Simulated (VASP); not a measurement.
Given:

```xyz
1
Lattice="0.0000 2.1042 2.1042 2.1042 0.0000 2.1042 2.1042 2.1042 0.0000" Properties=species:S:1:pos:R:3 pbc="T T T"
Nb     0.0000     0.0000     0.0000
```

Computed with r2SCAN meta-GGA, VASP's PBE PAW potentials (set 64) (plane waves; VASP). Numerical set-up: 400 eV cut-off, 17×17×17 Γ-centred mesh, tetrahedra with Blöchl corrections, potentials Nb_sv.

Q: What does the run give for the energy per atom (σ→0), band gap (over mesh and band path) with the smallest direct gap where there is one?

A: 
```json
{
 "band gap (over mesh and band path)": "none (metal, semimetal or under 0.01 eV)",
 "energy per atom (σ→0)": "-24.513 eV/atom"
}
```

Only differences to runs with the same potentials and settings are physical.

The structure comes from a measured Nb entry (Fm-3m) of the Crystallography Open Database, whose conditions weren't checked. It was relaxed first.
